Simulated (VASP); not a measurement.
Output of a VASP run:

**OSZICAR**
```
       N       E                     dE             d eps       ncg     rms          rms(c)
DAV:   1     0.773456704457E+02    0.77346E+02   -0.68051E+03   448   0.114E+03
DAV:   2     0.104815872483E+01   -0.76298E+02   -0.71456E+02   481   0.234E+02
DAV:   3    -0.528028776425E+01   -0.63284E+01   -0.62985E+01   541   0.687E+01
DAV:   4    -0.545426384373E+01   -0.17398E+00   -0.17388E+00   505   0.117E+01
DAV:   5    -0.545965225094E+01   -0.53884E-02   -0.53883E-02   538   0.214E+00    0.160E+00
DAV:   6    -0.539470704467E+01    0.64945E-01   -0.92242E-02   509   0.201E+00    0.110E+00
DAV:   7    -0.538530151983E+01    0.94055E-02   -0.76665E-02   500   0.169E+00    0.592E-01
DAV:   8    -0.538753516882E+01   -0.22336E-02   -0.55885E-03   461   0.723E-01    0.156E-01
DAV:   9    -0.538749960265E+01    0.35566E-04   -0.14664E-04   515   0.133E-01    0.464E-02
DAV:  10    -0.538751495827E+01   -0.15356E-04   -0.44476E-05   491   0.805E-02    0.681E-03
DAV:  11    -0.538751534584E+01   -0.38757E-06   -0.45881E-06   482   0.239E-02    0.189E-03
DAV:  12    -0.538751562114E+01   -0.27530E-06   -0.51852E-07   485   0.615E-03    0.106E-03
DAV:  13    -0.538751568286E+01   -0.61714E-07   -0.88794E-09   331   0.915E-04
   1 F= -.56937575E+01 E0= -.56937575E+01  d E =-.800265E-15
```

### OUTCAR
```
------------------------ aborting loop because EDIFF is reached ----------------------------------------
  Edisp (eV):   -0.30624
  FORCE on cell =-STRESS in cart. coord.  units (eV):
  Direction    XX          YY          ZZ          XY          YZ          ZX
  --------------------------------------------------------------------------------------
  Total      -0.40134    -0.40134    -0.40134    -0.00000    -0.00000    -0.00000
  in kB      -9.20215    -9.20215    -9.20215    -0.00000    -0.00000    -0.00000
  external pressure =       -9.20 kB  Pullay stress =        0.00 kB
  volume of cell :       69.88
      direct lattice vectors                 reciprocal lattice vectors
     0.000000000  3.269150191  3.269150191    -0.152944946  0.152944946  0.152944946
     3.269150191  0.000000000  3.269150191     0.152944946 -0.152944946  0.152944946
     3.269150191  3.269150191  0.000000000     0.152944946  0.152944946 -0.152944946
  FREE ENERGIE OF THE ION-ELECTRON SYSTEM (eV)
  ---------------------------------------------------
  free  energy   TOTEN  =        -5.6937574806 eV

  energy  without entropy=       -5.6937574806  energy(sigma->0) =       -5.69375748
```
(Selected blocks of OUTCAR.)

POSCAR:
```
NaI
1
    0.0000000000     3.2691501906     3.2691501906
    3.2691501906     0.0000000000     3.2691501906
    3.2691501906     3.2691501906     0.0000000000
Na I
1 1
Direct
  0.0000000000   0.0000000000   0.0000000000
  0.5000000000   0.5000000000   0.5000000000
```

Question: Write an INCAR and KPOINTS that could have produced this output.

Answer: This is not unique; one that fits is the input of the run itself, PBE GGA with D4 dispersion, plane waves, VASP's PBE PAW potentials (set 64).

**INCAR**
```
SYSTEM = NaI
PREC = Accurate; ENCUT = 520; LREAL = .False.
LASPH = .True.
EDIFF = 1E-7; NELM = 100; ALGO = Normal
LMAXMIX = 4
ISMEAR = 0; SIGMA = 0.05
GGA = PE; IVDW = 13
ISIF = 2
LWAVE = .False.; LCHARG = .False.
```

KPOINTS:
```
Automatic mesh
0
Gamma
7 7 7
0 0 0
```

POTCAR, in this order: Na_pv I (PBE.64 set). Program: vasp_std.

The compound is NaI in the rock salt structure. This cell is one point of a volume scan, at 1.06 of the reference volume.
